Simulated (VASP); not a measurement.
A cell of Er (hcp) near equilibrium:

```
Er
1.0
    1.79147    -3.10292     0.00000
    1.79147     3.10292     0.00000
    0.00000     0.00000     5.53475
Er
2
Direct
  0.33333   0.66667   0.25000
  0.66667   0.33333   0.75000
```

The numbers are results of PBE GGA, VASP's PBE PAW potentials (set 64) (plane waves; VASP 6.6.1), not measurements.

The 4f electrons are frozen in the core of the lanthanide potential, so 4f levels, which can set the real gap, and their magnetism are missing.

```tsv
run	ΔE (meV/atom)	σxx	σyy	σzz	largest shear component, with its sign (GPa)	largest force (eV/Å)
as it is	0.0	0.10	0.10	0.21	0.00	0.000
after one change	7.7	-2.03	-2.03	-0.63	0.00	0.000
```
Stress is in GPa, positive when the cell is compressed.

**Question.** What was changed between the two runs?
A) isotropic strain of -2.0 %
B) atom 2 (Er) moved by -0.100 Å along x
C) atom 2 (Er) moved by 0.025 Å along z
D) biaxial strain of +2.0 % in the xy plane

**Answer.** D, biaxial strain of +2.0 % in the xy plane

The compound is Er in the hcp structure.
